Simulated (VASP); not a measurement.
Calculation: PBE GGA, VASP's PBE PAW potentials (set 64) (plane waves; VASP 6.6.1).

VASP input:

### INCAR
```
SYSTEM = ZnS
PREC = Accurate; ENCUT = 300; LREAL = Auto
LASPH = .TRUE.
EDIFF = 1E-6; NELM = 100; ALGO = Normal
LMAXMIX = 4
ISMEAR = 0; SIGMA = 0.01
GGA = PE
ISIF = 2
LWAVE = .FALSE.; LCHARG = .FALSE.
```

**POSCAR**
```
ZnS
1
    3.8073200000     0.0000000000     0.0000000000
   -1.9036600000     3.2972360000     0.0000000000
    0.0000000000     0.0000000000    31.1424000000
Zn S
10 10
Direct
  0.6666670000   0.3333330000   0.2000000000
  0.3333330000   0.6666670000   0.7000000000
  0.0000000000   0.0000000000   0.8000000000
  0.0000000000   0.0000000000   0.3000000000
  0.6666670000   0.3333330000   0.9000000000
  0.3333330000   0.6666670000   0.4000000000
  0.3333330000   0.6666670000   0.1001000000
  0.6666670000   0.3333330000   0.6001000000
  0.0000000000   0.0000000000   0.0001000000
  0.0000000000   0.0000000000   0.5001000000
  0.6666670000   0.3333330000   0.2749000000
  0.3333330000   0.6666670000   0.7749000000
  0.0000000000   0.0000000000   0.0750000000
  0.0000000000   0.0000000000   0.5750000000
  0.6666670000   0.3333330000   0.6750000000
  0.3333330000   0.6666670000   0.1750000000
  0.0000000000   0.0000000000   0.8749000000
  0.0000000000   0.0000000000   0.3749000000
  0.3333330000   0.6666670000   0.4751000000
  0.6666670000   0.3333330000   0.9751000000
```

KPOINTS:
```
Automatic mesh
0
G
2 2 1
```

POTCAR, in this order: Zn S (PBE.64 set). Program: vasp_std.

Output

File OUTCAR:
```
 ion  position               nearest neighbor table
   1  0.667  0.333  0.200-  16 2.33  16 2.33  16 2.33  11 2.33
   2  0.333  0.667  0.700-  15 2.33  15 2.33  15 2.33  12 2.33
   3  0.000  0.000  0.800-  17 2.33  12 2.33  12 2.33  12 2.33
   4  0.000  0.000  0.300-  18 2.33  11 2.33  11 2.33  11 2.33
   5  0.667  0.333  0.900-  17 2.33  17 2.33  17 2.33  20 2.34
   6  0.333  0.667  0.400-  18 2.33  18 2.33  18 2.33  19 2.34
   7  0.333  0.667  0.100-  16 2.33  13 2.33  13 2.33  13 2.33
   8  0.667  0.333  0.600-  15 2.33  14 2.33  14 2.33  14 2.33
   9  0.000  0.000  0.000-  20 2.33  20 2.33  20 2.33  13 2.33
  10  0.000  0.000  0.500-  19 2.33  19 2.33  19 2.33  14 2.33
  11  0.667  0.333  0.275-   1 2.33   4 2.33   4 2.33   4 2.33
  12  0.333  0.667  0.775-   2 2.33   3 2.33   3 2.33   3 2.33
  13  0.000  0.000  0.075-   9 2.33   7 2.33   7 2.33   7 2.33
  14  0.000  0.000  0.575-  10 2.33   8 2.33   8 2.33   8 2.33
  15  0.667  0.333  0.675-   2 2.33   2 2.33   2 2.33   8 2.33
  16  0.333  0.667  0.175-   1 2.33   1 2.33   1 2.33   7 2.33
  17  0.000  0.000  0.875-   3 2.33   5 2.33   5 2.33   5 2.33
  18  0.000  0.000  0.375-   4 2.33   6 2.33   6 2.33   6 2.33
  19  0.333  0.667  0.475-  10 2.33  10 2.33  10 2.33   6 2.34
  20  0.667  0.333  0.975-   9 2.33   9 2.33   9 2.33   5 2.34
  LATTYP: Found a hexagonal cell.
 ALAT       =     3.8073200000
 C/A-ratio  =     8.1796119055
 Subroutine PRICEL returns:
 Original cell was already a primitive cell.
 Subroutine GETGRP returns: Found 12 space group operations
The static configuration has the point symmetry C_3v.
 The point group associated with its full space group is C_6v.
The dynamic configuration has the point symmetry C_3v.
 Subroutine INISYM returns: Found 12 space group operations
 Subroutine IBZKPT returns following result:
 Found      2 irreducible k-points:

 Following reciprocal coordinates:
            Coordinates               Weight
  0.000000  0.000000  0.000000      1.000000
  0.500000  0.000000  0.000000      3.000000
   k-points           NKPTS =      2   k-points in BZ     NKDIM =      2   number of bands    NBANDS=    108
   number of dos      NEDOS =    301   number of ions     NIONS =     20
...
```

OSZICAR:
```
       N       E                     dE             d eps       ncg     rms          rms(c)
DAV:   1     0.131685577129E+04    0.13169E+04   -0.58190E+04   432   0.138E+03
DAV:   2     0.144627889984E+03   -0.11722E+04   -0.11274E+04   440   0.368E+02
DAV:   3    -0.553830846450E+02   -0.20001E+03   -0.19323E+03   488   0.142E+02
DAV:   4    -0.674736647940E+02   -0.12091E+02   -0.11988E+02   468   0.358E+01
DAV:   5    -0.677466304810E+02   -0.27297E+00   -0.27253E+00   496   0.543E+00    0.229E+01
DAV:   6    -0.621371807708E+02    0.56094E+01   -0.11575E+01   640   0.431E+01    0.179E+01
DAV:   7    -0.626160798483E+02   -0.47890E+00   -0.18344E+01   480   0.104E+01    0.764E+00
DAV:   8    -0.622784289971E+02    0.33765E+00   -0.12783E+00   536   0.558E+00    0.276E+00
DAV:   9    -0.622535873047E+02    0.24842E-01   -0.40798E-01   544   0.298E+00    0.812E-01
DAV:  10    -0.622541217479E+02   -0.53444E-03   -0.14115E-02   504   0.125E+00    0.607E-01
DAV:  11    -0.622547163574E+02   -0.59461E-03   -0.17119E-03   552   0.426E-01    0.446E-01
DAV:  12    -0.622561155017E+02   -0.13991E-02   -0.15778E-03   464   0.160E-01    0.141E-01
DAV:  13    -0.622560556662E+02    0.59835E-04   -0.54602E-04   576   0.285E-01    0.998E-02
DAV:  14    -0.622560710546E+02   -0.15388E-04   -0.13250E-04   488   0.434E-02    0.836E-02
DAV:  15    -0.622560737172E+02   -0.26626E-05   -0.31978E-06   392   0.201E-02    0.814E-02
DAV:  16    -0.622560983117E+02   -0.24595E-04   -0.49971E-05   544   0.997E-02    0.611E-02
DAV:  17    -0.622561017084E+02   -0.33967E-05   -0.38619E-05   488   0.496E-02    0.345E-02
DAV:  18    -0.622560949396E+02    0.67689E-05   -0.12352E-05   552   0.324E-02    0.235E-02
DAV:  19    -0.622560941851E+02    0.75441E-06   -0.31807E-06   344   0.794E-03
   1 F= -.62256094E+02 E0= -.62256094E+02  d E =-.376455E-35
```

**OUTCAR**
```
------------------------ aborting loop because EDIFF is reached ----------------------------------------
  FORCE on cell =-STRESS in cart. coord.  units (eV):
  Direction    XX          YY          ZZ          XY          YZ          ZX
  --------------------------------------------------------------------------------------
  Total       18.7940073     18.7940091      1.7814622      0.0000000      0.0000000     -0.0000000
  in kB       77.0208808     77.0208883      7.3007202      0.0000000      0.0000000     -0.0000000
  external PRESSURE =      53.7808298 kB  Pullay stress =       0.0000000 kB
  volume of cell :      390.95
      direct lattice vectors                 reciprocal lattice vectors
     3.807320000  0.000000000  0.000000000     0.262651944  0.151642163  0.000000000
    -1.903660000  3.297236000  0.000000000     0.000000000  0.303284327  0.000000000
     0.000000000  0.000000000 31.142400000     0.000000000  0.000000000  0.032110563
  FREE ENERGIE OF THE ION-ELECTRON SYSTEM (eV)
  ---------------------------------------------------
  free  energy   TOTEN  =       -62.2560941851 eV

  energy  without entropy=      -62.2560941851  energy(sigma->0) =      -62.25609419
```
(Selected blocks of OUTCAR.)

File OUTCAR:
```
 val. band max:        2.3656982640   @ k =   0.0000   0.0000   0.0000

 cond. band min:       4.4609324458   @ k =   0.0000   0.0000   0.0000


 Fermi energy:         2.4527005394

 k-point     1 :       0.0000    0.0000    0.0000
  band No.  band energies     occupation
      1     -10.8480      2.00000
      2     -10.7752      2.00000
      3     -10.7643      2.00000
      4     -10.5576      2.00000
      5     -10.5497      2.00000
      6     -10.2641      2.00000
      7     -10.2554      2.00000
      8     -10.0003      2.00000
      9      -9.9879      2.00000
     10      -9.8845      2.00000
     11      -4.1889      2.00000
     12      -4.1847      2.00000
     13      -4.1735      2.00000
     14      -4.1678      2.00000
     15      -4.1678      2.00000
     16      -4.1670      2.00000
     17      -4.1626      2.00000
     18      -4.1626      2.00000
     19      -4.1564      2.00000
     20      -4.1445      2.00000
     21      -4.1445      2.00000
     22      -4.1280      2.00000
     23      -4.1280      2.00000
     24      -4.1143      2.00000
     25      -4.1143      2.00000
     26      -4.0933      2.00000
     27      -4.0933      2.00000
     28      -4.0821      2.00000
     29      -4.0821      2.00000
     30      -4.0779      2.00000
     31      -4.0712      2.00000
     32      -4.0697      2.00000
     33      -4.0697      2.00000
     34      -4.0566      2.00000
     35      -4.0566      2.00000
     36      -4.0539      2.00000
     37      -4.0539      2.00000
     38      -3.8326      2.00000
     39      -3.8309      2.00000
     40      -3.6988      2.00000
     41      -3.6988      2.00000
     42      -3.6988      2.00000
     43      -3.6988      2.00000
     44      -3.6926      2.00000
     45      -3.6925      2.00000
     46      -3.6912      2.00000
     47      -3.6912      2.00000
     48      -3.6826      2.00000
     49      -3.6826      2.00000
     50      -3.6825      2.00000
     51      -3.6825      2.00000
...
```

At this cut-off the stress carries a Pulay error, which pulls relaxed volumes low.

The structure comes from a computed database's ZnS entry; how it stands against other phases isn't given here. The cell was not relaxed at this level. The k-mesh is coarse (spacing up to 0.95 per Å, 2π included), so the numbers may not be converged in it. The run is one of a series of settings (KPOINTS 2×2×1 Γ-centred mesh against the base run), some of them coarse on purpose.
